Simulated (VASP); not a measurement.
# What goes wrong when the modes of GaSb are computed with a bad input, part 2 of 2

Some phonon runs on GaSb get a fault in the input on purpose. Which of them show, and how? The starting structure is a measured crystal structure from the Crystallography Open Database.

VASP 6.6.1.

Results so far: reference T2 225.3 cm⁻¹; finite displacements, else as the reference T2 225.6 cm⁻¹; a structure that was not relaxed T2 214.8 cm⁻¹.

The database entry behind the starting cell differs from later determinations by our own check (about 0.4 % long), so it need not match the best structure at ambient conditions.

## (5) Modes with a cutoff far too low

Level of this step: LDA; plane waves and PAW (Sb, Ga_d) (VASP).

A slip made on purpose: a cutoff far too low. Against step 2 the input has ENCUT = 160 (also changed: NELM).

The input, INCAR:

```
SYSTEM = GaSb
PREC = Accurate
ENCUT = 160
EDIFF = 1E-08
NELM = 60
ISMEAR = 1
SIGMA = 0.15
LREAL = .FALSE.
ALGO = Normal
GGA = CA
NBANDS = 15
LORBIT = 11
LWAVE = .FALSE.
LCHARG = .FALSE.
KPAR = 2
IBRION = 8
ISIF = 2
```

The input, POSCAR:

```
GaSb
1.0
    0.0000000000      3.0268763562      3.0268763562
    3.0268763562      0.0000000000      3.0268763562
    3.0268763562      3.0268763562      0.0000000000
Sb Ga
1 1
Direct
    0.7500000000      0.7500000000      0.7500000000
    0.0000000000      0.0000000000      0.0000000000
```

The input, KPOINTS:

```
Automatic mesh
0
Gamma
10 10 10
0 0 0
```

Potentials, in the order of the species: Sb and Ga_d (LDA family, release 64).

The run is started by

```sh
mpirun -np 2 vasp_std
```

The log of the run:

```text
[... set-up lines as in an earlier step ...]
 entering main loop
       N       E                     dE             d eps       ncg     rms          rms(c)
DAV:   1     0.443839633740E+02    0.44384E+02   -0.53104E+03  1473   0.627E+02
DAV:   2    -0.387391644963E+01   -0.48258E+02   -0.47269E+02  1781   0.153E+02
DAV:   3    -0.526691759960E+01   -0.13930E+01   -0.13925E+01  1571   0.270E+01
DAV:   4    -0.527644442395E+01   -0.95268E-02   -0.95266E-02  2008   0.233E+00
[...]
DAV:  12    -0.444354026542E+01    0.15744E-05   -0.37179E-06  1592   0.985E-03    0.513E-03
DAV:  13    -0.444354023983E+01    0.25592E-07   -0.85520E-07  1669   0.348E-03    0.478E-03
DAV:  14    -0.444354023829E+01    0.15343E-08   -0.62233E-08  1718   0.274E-03
   1 F= -.44435402E+01 E0= -.44436673E+01  d E =0.381241E-03
 Linear response reoptimize wavefunctions to high precision
DAV:   1    -0.444354023515E+01    0.31396E-08   -0.42531E-09  1767   0.468E-04
DAV:   2    -0.444354023514E+01    0.13642E-10   -0.97141E-11   922   0.697E-05
 Linear response DOF=           2
 Linear response progress:
[...]
RMM:  11    -0.259422911960E-01    0.55959E-07   -0.15590E-09  8490   0.106E-05    0.520E-07
RMM:  12    -0.259423153623E-01   -0.24166E-07   -0.10165E-10  6291   0.853E-06    0.114E-07
RMM:  13    -0.259423240538E-01   -0.86915E-08   -0.65255E-10  4198   0.811E-06    0.244E-08
 first order change of Fermi-energy   0.22238E-03
 force on displaced ion       1 direction 1 :  -8.591  -0.000  -0.000
 Linear response progress:
  Degree of freedom:   2/  2
       N       E                     dE             d eps       ncg     rms          rms(c)
RMM:   1    -0.247718141088E+00   -0.24772E+00   -0.11837E-01  6137   0.602E+00
RMM:   2    -0.243449243451E+00    0.42689E-02   -0.34852E-02  9022   0.108E+00    0.121E-01
RMM:   3    -0.243410407971E+00    0.38835E-04   -0.16848E-03  9347   0.237E-01    0.726E-02
RMM:   4    -0.243650644743E+00   -0.24024E-03   -0.22613E-04  9434   0.971E-02    0.100E-02
[...]
RMM:  12    -0.243804781365E+00   -0.36512E-06   -0.63919E-07 10401   0.138E-04    0.142E-05
RMM:  13    -0.243804804306E+00   -0.22941E-07   -0.51223E-07 10714   0.765E-05    0.424E-06
RMM:  14    -0.243804805031E+00   -0.72539E-09   -0.94592E-08 10539   0.537E-05    0.163E-06
 first order change of Fermi-energy   0.25589E-04
 force on displaced ion       2 direction 1 :  -8.756   0.000   0.000
 Linear response finished
```

Wall time 92 s (2 MPI ranks of AMD EPYC 7R43, shared host); peak memory 0.28 GiB; 3 min of CPU time.

OUTCAR, selected parts (step 5):

```text
  Total      -39.3916125    -39.3916125    -39.3916125      0.0000000      0.0000000      0.0000000
  in kB    -1137.8900573  -1137.8900573  -1137.8900573      0.0000000      0.0000000      0.0000000
  external PRESSURE =   -1137.8900573 kB  Pullay stress =       0.0000000 kB

 POSITION                                       TOTAL-FORCE (eV/Angst)
 -----------------------------------------------------------------------------------
      4.54031      4.54031      4.54031        -0.000000     -0.000000     -0.000000
      0.00000      0.00000      0.00000         0.000000      0.000000      0.000000
 -----------------------------------------------------------------------------------
    total drift:                               -0.000008     -0.000008     -0.000006

[... 1 part as in an earlier step ...]

[... 1 further part left out ...]
```

With a cutoff far too low the mode is T2 230.9 cm⁻¹, +5.6 cm⁻¹ from the reference.

## (6) Modes with a displacement typed far too large

A slip made on purpose: a displacement typed far too large. Against step 2 the input has IBRION = 6, NFREE = 2 and POTIM = 0.25 (also changed: NELM and NSW).

Edit INCAR of step 5 so:

```diff
@@ -2,3 +2,3 @@
 PREC = Accurate
-ENCUT = 160
+ENCUT = 450
 EDIFF = 1E-08
@@ -15,3 +15,6 @@
 KPAR = 2
-IBRION = 8
+IBRION = 6
+NFREE = 2
+POTIM = 0.25
+NSW = 1
 ISIF = 2
```

POSCAR is that of step 5.

KPOINTS is that of step 5.

The run is started by

```sh
mpirun -np 2 vasp_std
```

The log of the run:

```text
[... set-up lines as in an earlier step ...]
 entering main loop
       N       E                     dE             d eps       ncg     rms          rms(c)
[... 13 cycles as in an earlier step ...]
   1 F= -.86719153E+01 E0= -.86720280E+01  d E =0.338087E-03
[...]
2 F= -.86709810E+01 E0= -.86710864E+01  d E =0.316234E-03
[...]
3 F= -.86709810E+01 E0= -.86710864E+01  d E =0.316241E-03
[...]
4 F= -.86709879E+01 E0= -.86710933E+01  d E =0.316247E-03
[...]
5 F= -.86709878E+01 E0= -.86710932E+01  d E =0.316237E-03
 Finite differences progress:
  Degree of freedom:   2/  2
  Displacement:        2/  2
  Total:               4/  4
```

Elapsed: 3.3 min, on 2 MPI ranks; peak memory 0.53 GiB.

Parts of OUTCAR (step 6):

```text
[... 6 parts as in an earlier step ...]

[... 1 further part left out ...]
[key lines of the parts left out:]
E-fermi :   5.0525
```

With a displacement typed far too large the mode is T2 225.6 cm⁻¹, as with finite displacements, else as the reference.

## (7) Modes with perturbation theory asked for with a meta-GGA

A slip made on purpose: perturbation theory asked for with a meta-GGA. Against step 2 the input has METAGGA = R2SCAN, LASPH = .TRUE. and no GGA (also changed: NELM).

Edit INCAR of step 6 so:

```diff
@@ -9,3 +9,2 @@
 ALGO = Normal
-GGA = CA
 NBANDS = 15
@@ -15,6 +14,5 @@
 KPAR = 2
-IBRION = 6
-NFREE = 2
-POTIM = 0.25
-NSW = 1
+IBRION = 8
 ISIF = 2
+METAGGA = R2SCAN
+LASPH = .TRUE.
```

POSCAR is that of step 6.

KPOINTS is that of step 6.

The run is started by

```sh
mpirun -np 2 vasp_std
```

The log of the run:

```text
[banner, memory and clock lines left out]
running    2 mpi-ranks, on    1 nodes
[...]
|                                                                             |
|               ----> ADVICE to this user running VASP <----                  |
|                                                                             |
|     You enforced a specific xc type in the INCAR file but a different       |
|     [... a line on the potential file left out ...]
|     I HOPE YOU KNOW WHAT YOU ARE DOING!                                     |
|                                                                             |

 LDA part: xc-table for (None), standard interpolation
 POSCAR, INCAR and KPOINTS ok, starting setup
[...]
entering main loop
       N       E                     dE             d eps       ncg     rms          rms(c)
DAV:   1    -0.465549498562E+03   -0.46555E+03   -0.84036E+03  1434   0.141E+03
DAV:   2    -0.547002600815E+03   -0.81453E+02   -0.78769E+02  1627   0.298E+02
[...]
1 F= -.55129880E+03 E0= -.55129887E+03  d E =0.214323E-03
|                                                                             |
|     EEEEEEE  RRRRRR   RRRRRR   OOOOOOO  RRRRRR      ###     ###     ###     |
|     E        R     R  R     R  O     O  R     R     ###     ###     ###     |
|     E        R     R  R     R  O     O  R     R     ###     ###     ###     |
|     EEEEE    RRRRRR   RRRRRR   O     O  RRRRRR       #       #       #      |
|     E        R   R    R   R    O     O  R   R                               |
|     E        R    R   R    R   O     O  R    R      ###     ###     ###     |
|     EEEEEEE  R     R  R     R  OOOOOOO  R     R     ###     ###     ###     |
|                                                                             |
|     You have switched on METAGGA and linear-response routines. This         |
|     combination is currently not supported. If you have selected            |
|     LEPSILON=.TRUE., you can try using LCALCEPS=.TRUE. instead. In all      |
|     other cases, VASP will stop. SOOO sorry...                              |
|                                                                             |
|       ---->  I REFUSE TO CONTINUE WITH THIS SICK JOB ... BYE!!! <----       |
|                                                                             |

1
1
```

Wall time 2.3 min (2 MPI ranks).

VASP stopped with this message: “You have switched on METAGGA and linear-response routines. This combination is currently not supported. If you have selected LEPSILON=.TRUE., you can try using LCALCEPS=.TRUE. instead”.

## (8) Comparison

| run | ended | T2 | method | core minutes |
| --- | --- | --- | --- | --- |
| reference | converged | 225.3 | perturbation theory | 10.4 |
| finite displacements, else as the reference | converged | 225.6 | finite displacements | 6.1 |
| a structure that was not relaxed | converged | 214.8 | perturbation theory | 9.5 |
| a cutoff far too low | converged | 230.9 | perturbation theory | 3.07 |
| a displacement typed far too large | converged | 225.6 | finite displacements | 6.64 |
| perturbation theory asked for with a meta-GGA | stopped by VASP | - | perturbation theory | 4.6 |

Modes are in cm⁻¹, degenerate ones as one, matched between runs by symmetry and order. A number in brackets counts the listed modes of one symmetry from the lowest. The symmetry labels come from an automatic analysis and can be wrong where levels nearly coincide. Core minutes are wall time times ranks of the run shown, on a shared host.

## (9) What came out

| Property | Result |
| --- | --- |
| T2, reference | 225.3 cm⁻¹ |
| T2, finite displacements, else as the reference | 225.6 cm⁻¹ |
| T2, a structure that was not relaxed | 214.8 cm⁻¹ |
| T2, a cutoff far too low | 230.9 cm⁻¹ |
| T2, a displacement typed far too large | 225.6 cm⁻¹ |
| run with perturbation theory asked for with a meta-GGA | stopped by VASP |

**Reading.** VASP stopped by itself in the run with perturbation theory asked for with a meta-GGA. Finished, but with signs in the output that stand out against the reference: a structure that was not relaxed, with modes off by up to -10 cm⁻¹, in T2 (signs: a pressure of -1.6 GPa on the undisplaced cell); a cutoff far too low, with modes off by up to +5.6 cm⁻¹, in T2 (signs: a pressure of -113.8 GPa on the undisplaced cell). The displacement typed far too large never took effect: VASP put its default in its place. Runs with finite displacements are held against the sound run of that kind. The frequencies are harmonic, and the splitting of polar modes by their long-range field is left out. Further runs on this material are not shown.

[Lines on the potential files, build, host, timing and source positions are cut from VASP's logs without a mark.]

[Logs are printed without paths, hosts, clocks, repeated set-up lines and the standing remarks that a program may print on its own settings, such as how far it seeks lower states.]

[Hosts, paths, dates, database ids (printed as entryN), source tags and the programs' standing remarks are cut or masked in the printed files.]
